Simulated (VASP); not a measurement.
An input for Quantum ESPRESSO's pw.x (written as the equivalent of a VASP run, and not itself run):

```
&CONTROL
  calculation = 'scf'
  pseudo_dir = './pseudo'
  outdir = './out'
  tprnfor = .true.
  tstress = .true.
/
&SYSTEM
  ibrav = 0
  nat = 6
  ntyp = 2
  ecutwfc = 102
  occupations = 'smearing'
  smearing = 'gaussian'
  degauss = 0.0147
  input_dft = 'pbe'
/
&ELECTRONS
  conv_thr = 7.3e-08
  electron_maxstep = 100
/
ATOMIC_SPECIES
  Mg 24.305 Mg.upf
  Cd 112.414 Cd.upf
CELL_PARAMETERS angstrom
     0.0000000    4.2575600    4.2575600
     4.2575600    0.0000000    4.2575600
     4.2575600    4.2575600    0.0000000
ATOMIC_POSITIONS crystal
  Mg   0.1250000  0.1250000  0.1250000
  Mg   0.6250000  0.1250000  0.1250000
  Mg   0.1250000  0.6250000  0.1250000
  Mg   0.1250000  0.1250000  0.6250000
  Cd   0.7500000  0.7500000  0.7500000
  Cd   0.5000000  0.5000000  0.5000000
K_POINTS automatic
  4 4 4 0 0 0
```

### Question
Write the VASP files for the same calculation (PBE).

### Answer
This is not unique; one that fits is 
File KPOINTS:
```
Automatic mesh
0
Gamma
4 4 4
0 0 0
```

### INCAR
```
SYSTEM = Mg2Cd
PREC = Accurate
ENCUT = 300
EDIFF = 1E-6
NELM = 100
ALGO = Normal
LREAL = .FALSE.
LASPH = .TRUE.
ISMEAR = 0
SIGMA = 0.2
GGA = PE
LMAXMIX = 4
LWAVE = .FALSE.
LCHARG = .FALSE.
ISIF = 2
```

POSCAR:
```
Mg2Cd
1
    0.0000000000     4.2575600000     4.2575600000
    4.2575600000     0.0000000000     4.2575600000
    4.2575600000     4.2575600000     0.0000000000
Mg Cd
4 2
Direct
  0.1250000000   0.1250000000   0.1250000000
  0.6250000000   0.1250000000   0.1250000000
  0.1250000000   0.6250000000   0.1250000000
  0.1250000000   0.1250000000   0.6250000000
  0.7500000000   0.7500000000   0.7500000000
  0.5000000000   0.5000000000   0.5000000000
```

POTCAR, in this order: Mg Cd (PBE.64 set). Program: vasp_std.

What does not carry over: the potentials are each code's own (VASP's PAW set, PseudoDojo norm-conserving files in pw.x), so ENCUT and ecutwfc are chosen apart and not converted; conv_thr bounds pw.x's estimated SCF error, while EDIFF bounds the energy change between steps.

The structure was generated: Mg2Cd was put into an ordered model structure, which need not be its known phase. The cell was not relaxed at this level, and its volume differs by -5.9 % from the start's. The k-mesh is coarse (spacing up to 0.32 per Å, 2π included), so the numbers may not be converged in it.
